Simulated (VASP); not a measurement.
Here is the system:

```xyz
2
Lattice="3.5427 0.0000 0.0000 -1.7713 3.0681 0.0000 0.0000 0.0000 5.5571" Properties=species:S:1:pos:R:3 pbc="T T T"
Tl     1.7713     1.0227     4.1678
Tl     0.0000     2.0454     1.3893
```

Level of theory: r2SCAN meta-GGA, VASP's PBE PAW potentials (set 64) (plane waves; VASP 6.6.1). Run with 480 eV cut-off, 11×11×6 Γ-centred mesh, first-order Methfessel-Paxton smearing of 0.10 eV, potentials Tl_d.

Unless said otherwise, spin-orbit coupling is left out, though it shifts the bands of the heavy elements here.

Problem. Predict the energy per atom (σ→0), band gap (on the k-mesh) with the smallest direct gap where there is one.

Solution. 
```json
{
 "band gap (on the k-mesh)": "none (metal, semimetal or under 0.01 eV)",
 "energy per atom (σ→0)": "-53.179 eV/atom"
}
```

Total energies compare only between runs with the same potentials, cut-off and functional.

The compound is Tl in the hcp structure. It was relaxed first, which changed the volume by +6 %. The start is the result of an earlier pass.
